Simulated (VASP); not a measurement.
Input for VASP

File POSCAR:
```
SiC
1
    0.0000000000     2.1393330000     2.1393330000
    2.1393330000     0.0000000000     2.1393330000
    2.1393330000     2.1393330000     0.0000000000
Si C
1 1
Direct
  0.2500000000   0.2500000000   0.2500000000
  0.0000000000   0.0000000000   0.0000000000
```

**KPOINTS**
```
Automatic mesh
0
gamma
 17 17 17
0 0 0
```

### INCAR
```
SYSTEM = SiC
PREC = Accurate; ENCUT = 400; LREAL = F
LASPH = T
EDIFF = 1E-6; NELM = 100; ALGO = Normal
ISMEAR = 0; SIGMA = 0.01
GGA = PE
ISIF = 2
LWAVE = F; LCHARG = F
```

POTCAR, in this order: Si C (PBE.64 set). Program: vasp_std.

Write an equivalent input for Ansatz.

One equivalent input (not run):
Ansatz 0.2 input:
```yaml
crystal:
  lattice:
    - [0.0000000, 2.1393330, 2.1393330]
    - [2.1393330, 0.0000000, 2.1393330]
    - [2.1393330, 2.1393330, 0.0000000]
  atoms:
    - { symbol: Si, position: [0.2500000, 0.2500000, 0.2500000] }
    - { symbol: C, position: [0.0000000, 0.0000000, 0.0000000] }
kpoints:
  mp_grid: { grid: [17, 17, 17] }
hamiltonian:
  xc: pbe
  pseudopotentials: { kind: paw }
scf:
  occupations: { method: gaussian, width: 0.01 }
  max_iter: 100
output: { forces: true, stress: true, eigenvalues: true }
```
Limits of the translation: each code has its own PAW files, so the cut-off isn't converted (ENCUT is set for VASP's; basis.ecutwfc is left out, and Ansatz then takes the one that its files recommend); Ansatz stops its SCF on the density residual and VASP on the energy change (EDIFF).

The structure comes from a computed database's SiC entry; how it stands against other phases isn't given here. The cell was not relaxed at this level. The run is one of a series of settings (KPOINTS 17×17×17 Γ-centred mesh against the base run), some of them coarse on purpose.
